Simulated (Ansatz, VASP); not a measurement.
# Cross-check of NbSi2P4 (NbSi2P4 monolayer) between VASP and Ansatz, part 2 of 2

Wanted: the spread between two codes on one cell, functional and k mesh. The structure shown is the start of the Ansatz relaxation below; VASP solves that cell, so the two are compared at the walk's first step.

VASP 6.6.1 and Ansatz 0.2.0.

So far: Starting point; Ansatz: relaxation, PBE with D3(BJ).

## 3. VASP: single point, PBE with D3(BJ), start cell

Level of this step: PBE with D3(BJ), zero-moment start; plane waves and PAW (P, Si, Nb_sv) (VASP).

The same cell, functional, mesh and smearing now go to VASP, with its own data sets.

Lines of VASP's logs that name or quote its potential files are left out, and so is its time.

Contents of INCAR:

```
SYSTEM = NbSi2P4
PREC = Accurate
ENCUT = 400
EDIFF = 1E-06
NELM = 200
ISMEAR = -1
SIGMA = 0.05
LREAL = .FALSE.
ALGO = Normal
GGA = PE
IVDW = 12
NBANDS = 31
ISPIN = 2
MAGMOM = -0 0 0 -0 -0 -0 -0
LASPH = .TRUE.
LMAXMIX = 4
LORBIT = 11
LWAVE = .FALSE.
LCHARG = .FALSE.
ISIF = 2
LDIPOL = .TRUE.
IDIPOL = 3
DIPOL = 0.5 0.5 0.5
LVHAR = .TRUE.
GGA_COMPAT = .FALSE.
NELMDL = -8
KPAR = 2
```

Contents of POSCAR:

```
NbSi2P4
1.0
    3.4800000000      0.0000000000      0.0000000000
   -1.7400000000      3.0137680000      0.0000000000
    0.0000000000      0.0000000000     48.1708200000
P Si Nb
4 2 1
Direct
    0.0000000000      0.0000000000      0.4110372213
    0.3333333886      0.6666667773      0.4682178547
    0.3333333886      0.6666667773      0.5317821453
    0.0000000000      0.0000000000      0.5889627787
    0.3333333886      0.6666667773      0.4244154033
    0.3333333886      0.6666667773      0.5755845967
    0.0000000000      0.0000000000      0.5000000000
```

Contents of KPOINTS:

```
Automatic mesh
0
Gamma
12 12 1
0 0 0
```

Potentials, in the order of the species: P, Si and Nb_sv (PBE family, release 64).

Started as:

```
$ mpirun -np 2 vasp_std
```

Numbers of over 12 decimals in the logs are rounded to 6 here.

What it wrote:

```text
[banner, memory and clock lines left out]
running    2 mpi-ranks, on    1 nodes
 distrk:  each k-point on    1 cores,    2 groups
 distr:  one band on    1 cores,    1 groups

 POSCAR found type information on POSCAR P SiNb
 POSCAR found :  3 types and       7 ions
 LDA part: xc-table for (Slater+PW92), standard interpolation
 POSCAR, INCAR and KPOINTS ok, starting setup
 FFT: planning ... GRIDC
 FFT: planning ... GRID_SOFT
 FFT: planning ... GRID
 WAVECAR not read
 entering main loop
       N       E                     dE             d eps       ncg     rms          rms(c)
DAV:   1     0.243492228895E+03    0.24349E+03   -0.14504E+04  2948   0.786E+02
DAV:   2    -0.155562771868E+02   -0.25905E+03   -0.25122E+03  3391   0.211E+02
DAV:   3    -0.438995900403E+02   -0.28343E+02   -0.27915E+02  3697   0.663E+01
DAV:   4    -0.453730451696E+02   -0.14735E+01   -0.14563E+01  3968   0.158E+01
DAV:   5    -0.454098191877E+02   -0.36774E-01   -0.36722E-01  3471   0.196E+00
DAV:   6    -0.454107373007E+02   -0.91811E-03   -0.91790E-03  3673   0.378E-01
DAV:   7    -0.454107694369E+02   -0.32136E-04   -0.32135E-04  3726   0.615E-02
DAV:   8    -0.454107706036E+02   -0.11667E-05   -0.11668E-05  3681   0.124E-02    0.149E+01
DAV:   9    -0.435482142549E+02    0.18626E+01   -0.78848E+00  3498   0.134E+01    0.821E+00
DAV:  10    -0.434690494173E+02    0.79165E-01   -0.47333E+00  3800   0.110E+01    0.545E+00
DAV:  11    -0.431618254276E+02    0.30722E+00   -0.23899E+00  3697   0.814E+00    0.162E+00
DAV:  12    -0.430847364273E+02    0.77089E-01   -0.41196E-01  3585   0.344E+00    0.587E-01
DAV:  13    -0.430815190967E+02    0.32173E-02   -0.42109E-02  3394   0.109E+00    0.386E-01
DAV:  14    -0.430811044992E+02    0.41460E-03   -0.15324E-02  3275   0.574E-01    0.201E-01
[...]
DAV:  24    -0.430814016335E+02   -0.54812E-04   -0.59591E-06  2469   0.711E-03    0.161E-03
DAV:  25    -0.430814162203E+02   -0.14587E-04   -0.12065E-06  2521   0.301E-03    0.314E-03
DAV:  26    -0.430814250803E+02   -0.88600E-05   -0.16005E-07  2046   0.199E-03    0.967E-04
DAV:  27    -0.430814348556E+02   -0.97753E-05   -0.16517E-07  2043   0.122E-03    0.616E-04
DAV:  28    -0.430814395601E+02   -0.47045E-05   -0.79110E-08  2033   0.107E-03    0.976E-04
DAV:  29    -0.430814428702E+02   -0.33102E-05   -0.32887E-08  1899   0.974E-04    0.243E-04
DAV:  30    -0.430814464017E+02   -0.35314E-05   -0.65185E-08  2068   0.613E-04    0.301E-04
DAV:  31    -0.430814471772E+02   -0.77557E-06   -0.90524E-09  1906   0.485E-04
   1 F= -.45724398E+02 E0= -.45712587E+02  d E =-.236223E-01  mag=    -0.0000
```

Parts of OUTCAR (step 3):

```text
ion  position               nearest neighbor table
   1  0.000  0.000  0.411-   5 2.11   5 2.11   5 2.11
   2  0.333  0.667  0.468-   5 2.11   7 2.53   7 2.53   7 2.53
   3  0.333  0.667  0.532-   6 2.11   7 2.53   7 2.53   7 2.53
   4  0.000  0.000  0.589-   6 2.11   6 2.11   6 2.11
   5  0.333  0.667  0.424-   1 2.11   1 2.11   2 2.11   1 2.11
   6  0.333  0.667  0.576-   4 2.11   4 2.11   3 2.11   4 2.11
   7  0.000  0.000  0.500-   2 2.53   3 2.53   2 2.53   3 2.53   2 2.53   3 2.53

  LATTYP: Found a hexagonal cell.
 ALAT       =     3.4800000000
 C/A-ratio  =    13.8421896552

 Subroutine GETGRP returns: Found 12 space group operations
 (whereof 12 operations were pure point group operations)

The static configuration has the point symmetry D_3h.

 Found     19 irreducible k-points:

   k-points           NKPTS =     19   k-points in BZ     NKDIM =     19   number of bands    NBANDS=     31

   dimension x,y,z NGX =    24 NGY =   24 NGZ =  320
   dimension x,y,z NGXF=    48 NGYF=   48 NGZF=  640

   ENCUT  =  400.0 eV  29.40 Ry    5.42 a.u.   5.67  5.67 78.55*2*pi/ulx,y,z

   NELECT =      41.0000    total number of electrons

 k-points in reciprocal lattice and weights: Automatic mesh
   0.00000000  0.00000000  0.00000000       0.007
   0.08333333  0.00000000  0.00000000       0.042
   0.16666667  0.00000000  0.00000000       0.042
   0.25000000  0.00000000  0.00000000       0.042
   0.33333333  0.00000000  0.00000000       0.042
   0.41666667  0.00000000  0.00000000       0.042
   0.50000000  0.00000000  0.00000000       0.021
   0.08333333  0.08333333  0.00000000       0.042
   0.16666667  0.08333333  0.00000000       0.083
[...]
0.33333333  0.25000000  0.00000000       0.083
   0.33333333  0.33333333  0.00000000       0.014

 dipolmoment           0.000000      0.000000     -0.000000 electrons x Angstroem

 average (electrostatic) potential at core
       1 -90.6900       2 -89.7869       3 -89.7869       4 -90.6900       5 -92.2000
       6 -92.2000       7 -90.3861

 E-fermi :  -2.0919

 spin component 1
 k-point     1 :       0.0000    0.0000    0.0000
  band No.  band energies     occupation
    ...
     16      -3.7104      1.00000
     17      -3.7104      1.00000
     18      -2.8276      1.00000
     19      -2.4934      0.99967
     20      -2.4934      0.99967
     21      -1.8421      0.00672
     22      -0.0626      0.00000
     23      -0.0626      0.00000
     24      -0.0065      0.00000
     25      -0.0065      0.00000
    ...

 k-point     2 :       0.0833    0.0000    0.0000
  band No.  band energies     occupation
    ...
     16      -3.9345      1.00000
     17      -3.6186      1.00000
     18      -2.9193      1.00000
     19      -2.6253      0.99998
     20      -2.5466      0.99989
     21      -1.8083      0.00343
     22      -0.1559      0.00000
     23      -0.1156      0.00000
     24       0.2356      0.00000
     25       0.2565      0.00000
    ...

 k-point     3 :       0.1667    0.0000    0.0000
  band No.  band energies     occupation
    ...
     16      -4.2794      1.00000
     17      -3.3576      1.00000
     18      -3.2834      1.00000
     19      -2.9435      1.00000
     20      -2.7778      1.00000
     21      -2.0011      0.13990
     22      -0.4708      0.00000
     23      -0.4509      0.00000
     24       0.6632      0.00000
     25       0.9187      0.00000
    ...

 k-point     4 :       0.2500    0.0000    0.0000
  band No.  band energies     occupation
    ...
     17      -3.8631      1.00000
     18      -3.3067      1.00000
     19      -3.0388      1.00000
     20      -2.9818      1.00000
     21      -2.3118      0.98786
     22      -0.9785      0.00000
     23      -0.8814      0.00000
     24       0.6758      0.00000
     25       0.9356      0.00000
     26       1.5163      0.00000
    ...

 k-point     5 :       0.3333    0.0000    0.0000
  band No.  band energies     occupation
    ...
     17      -3.9089      1.00000
     18      -3.6149      1.00000
     19      -3.2288      1.00000
     20      -2.5915      0.99995
     21      -2.4606      0.99937
     22      -1.4329      0.00000
     23      -1.3224      0.00000
     24       0.6040      0.00000
     25       0.9136      0.00000
     26       1.7664      0.00000
    ...

 k-point     6 :       0.4167    0.0000    0.0000
  band No.  band energies     occupation
    ...
     17      -3.8156      1.00000
     18      -3.7717      1.00000
     19      -3.3558      1.00000
     20      -2.5526      0.99990
     21      -2.3089      0.98713
     22      -1.7032      0.00042
     23      -1.6428      0.00013
     24       0.6348      0.00000
     25       0.8817      0.00000
     26       1.4350      0.00000
    ...

 Edisp (eV)   -2.64295

  Total       7.36848     7.36848    13.40750     0.00000     0.00000     0.00000
  in kB      23.36768    23.36767    42.51922     0.00000     0.00000     0.00000
  external pressure =       29.75 kB  Pullay stress =        0.00 kB

  energy-cutoff  :      400.00
  volume of cell :      505.21
      direct lattice vectors                 reciprocal lattice vectors
     3.480000000  0.000000000  0.000000000     0.287356322  0.165905272  0.000000000
    -1.740000000  3.013768000  0.000000000     0.000000000  0.331810544  0.000000000
     0.000000000  0.000000000 48.170820000     0.000000000  0.000000000  0.020759456

 POSITION                                       TOTAL-FORCE (eV/Angst)
 -----------------------------------------------------------------------------------
      0.00000      0.00000     19.80000         0.000000      0.000000     -3.509799
     -0.00000      2.00918     22.55444         0.000000      0.000000      2.620793
     -0.00000      2.00918     25.61638        -0.000000     -0.000000     -2.620793
      0.00000      0.00000     28.37082         0.000000      0.000000      3.509799
     -0.00000      2.00918     20.44444        -0.000000      0.000000      1.172385
     -0.00000      2.00918     27.72638        -0.000000      0.000000     -1.172385
      0.00000      0.00000     24.08541        -0.000000      0.000000      0.000000
 -----------------------------------------------------------------------------------
    total drift:                                0.000000     -0.000165     -0.000000

  FREE ENERGIE OF THE ION-ELECTRON SYSTEM (eV)
  ---------------------------------------------------
  free  energy   TOTEN  =       -45.7243984647 eV

  energy  without entropy=      -45.7007762084  energy(sigma->0) =      -45.71258734

 vacuum level on the upper side and lower side of the slab         3.090         3.090

 total charge
# of ion       s       p       d       tot
------------------------------------------
    1        1.018   1.675   0.000   2.693
    2        1.030   1.565   0.000   2.595
    3        1.030   1.565   0.000   2.595
    4        1.018   1.675   0.000   2.693
    5        0.741   1.021   0.000   1.762
    6        0.741   1.021   0.000   1.762
    7        2.156   6.030   2.460  10.646
--------------------------------------------------
tot          7.734  14.554   2.460  24.748

 magnetization (x)
# of ion       s       p       d       tot
------------------------------------------
    1        0.000   0.000   0.000   0.000
    2        0.000  -0.000   0.000  -0.000
    3        0.000  -0.000   0.000  -0.000
    4        0.000   0.000   0.000   0.000
    5       -0.000  -0.000   0.000  -0.000
    6       -0.000  -0.000   0.000  -0.000
    7        0.000  -0.000  -0.000  -0.000
--------------------------------------------------
tot          0.000  -0.000  -0.000  -0.000

[... 4 further parts left out ...]
```

## 4. Side by side

Known differences besides the potentials themselves: Ansatz cuts the interaction across the vacuum, VASP repeats the sheet with a dipole correction; the cutoff is 420 eV in Ansatz and 400 eV in VASP. Total energies have different zeros and are not compared.

Forces (eV/Å; atoms numbered as in POSCAR):

```
atom        Ansatz x, y, z          VASP x, y, z
  P1  0.000, 0.000, -3.514  0.000, 0.000, -3.510
  P2   0.000, 0.000, 2.624   0.000, 0.000, 2.621
  P3  0.000, 0.000, -2.624  0.000, 0.000, -2.621
  P4   0.000, 0.000, 3.514   0.000, 0.000, 3.510
 Si5   0.000, 0.000, 1.159   0.000, 0.000, 1.172
 Si6  0.000, 0.000, -1.159  0.000, 0.000, -1.172
 Nb7   0.000, 0.000, 0.000   0.000, 0.000, 0.000
```

The forces differ by 4.5 meV/Å r.m.s., which is 0.3 % of the r.m.s. force of 1.399 eV/Å (both taken over all components). Moments aren't recorded for both runs of this pair, so they may hold unlike magnetic states. With vacuum in the cell, a pressure given here is an average over mostly empty space and none of the material.

## 5. What came out

* r.m.s. force difference (single point, PBE with D3(BJ), start cell): 0.33 % of the r.m.s. force

The r.m.s. force difference is 0.33 % of the r.m.s. force (single point, PBE with D3(BJ), start cell), within the 3 % picked in this series as the mark of a large difference. 1 further run of this series is not shown here. How closely two codes agree says nothing of how well the functional describes the real material.

[Lines on the potential files, build, host, timing and source positions are cut from VASP's logs without a mark.]

[Logs are printed without paths, hosts, clocks, repeated set-up lines and the standing remarks that a program may print on its own settings, such as how far it seeks lower states.]

[Hosts, paths, dates, database ids (printed as entryN), source tags and the programs' standing remarks are cut or masked in the printed files.]
